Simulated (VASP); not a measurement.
An input for Ansatz (written as the equivalent of a VASP run, and not itself run):

Ansatz 0.2 input:
```yaml
crystal:
  lattice:
    - [4.9548383, 0.0000000, 0.0000000]
    - [-2.4774192, 4.2910154, 0.0000000]
    - [0.0000000, 0.0000000, 6.6982078]
  atoms:
    - { symbol: Ta, position: [0.5000000, 0.0000000, 0.5000000] }
    - { symbol: Ta, position: [0.5000000, 0.5000000, 0.8333330] }
    - { symbol: Ta, position: [0.0000000, 0.5000000, 0.1666670] }
    - { symbol: Ge, position: [0.1639233, 0.3278466, 0.5000000] }
    - { symbol: Ge, position: [0.8360767, 0.1639233, 0.8333330] }
    - { symbol: Ge, position: [0.6721534, 0.8360767, 0.1666670] }
    - { symbol: Ge, position: [0.8360767, 0.6721534, 0.5000000] }
    - { symbol: Ge, position: [0.1639233, 0.8360767, 0.8333330] }
    - { symbol: Ge, position: [0.3278466, 0.1639233, 0.1666670] }
kpoints:
  mp_grid: { grid: [7, 7, 4] }
hamiltonian:
  xc: r2scan
  pseudopotentials: { kind: paw }
scf:
  occupations: { method: methfessel_paxton, width: 0.1 }
  max_iter: 100
relax:
  max_steps: 60
  f_tol: 0.02
  cell: {}
output: { forces: true, stress: true, eigenvalues: true }
```

Translate this input to VASP (INCAR, KPOINTS, POSCAR, choice of POTCAR).

This is not unique; one that fits is 
File POSCAR:
```
TaGe2
1.0
  4.9548383456   0.0000000000   0.0000000000
 -2.4774191728   4.2910153857   0.0000000000
  0.0000000000   0.0000000000   6.6982077963
Ta Ge
3 6
Cartesian
  2.4774191728   0.0000000000   3.3491038982
  1.2387095864   2.1455076928   5.5818375975
 -1.2387095864   2.1455076928   1.1163701988
  0.0000000000   1.4067949893   3.3491038982
  3.7365180069   0.7033974946   5.5818375975
  1.2590988341   3.5876178911   1.1163701988
  2.4774191728   2.8842203964   3.3491038982
 -1.2590988341   3.5876178911   5.5818375975
  1.2183203387   0.7033974946   1.1163701988
```

KPOINTS:
```
Automatic mesh
0
Gamma
7 7 4
0 0 0
```

INCAR:
```
! general
SYSTEM  = TaGe2
PREC    = Accurate
ENCUT   = 400
LREAL   = .FALSE.
LASPH   = .TRUE.

! electronic loop
EDIFF   = 1E-6
NELM    = 100
ALGO    = Normal
LMAXMIX = 6
LMIXTAU = .TRUE.

! smearing
ISMEAR  = 1
SIGMA   = 0.1

! functional
METAGGA = R2SCAN

! ions
IBRION  = 2
NSW     = 60
ISIF    = 3
EDIFFG  = -0.02

! output
LWAVE   = .FALSE.
LCHARG  = .FALSE.
```

POTCAR, in this order: Ta_pv Ge_d (PBE.64 set). Program: vasp_std.

What does not carry over: each code has its own PAW files, so the cut-off isn't converted (ENCUT is set for VASP's; basis.ecutwfc is left out, and Ansatz then takes the one that its files recommend); Ansatz stops its SCF on the density residual and VASP on the energy change (EDIFF).

The structure comes from a computed database's TaGe2 entry (P6_222); how it stands against other phases isn't given here. This run relaxes it. Symmetry was kept, so distortions that lower it aren't found. The start is the result of an earlier pass.
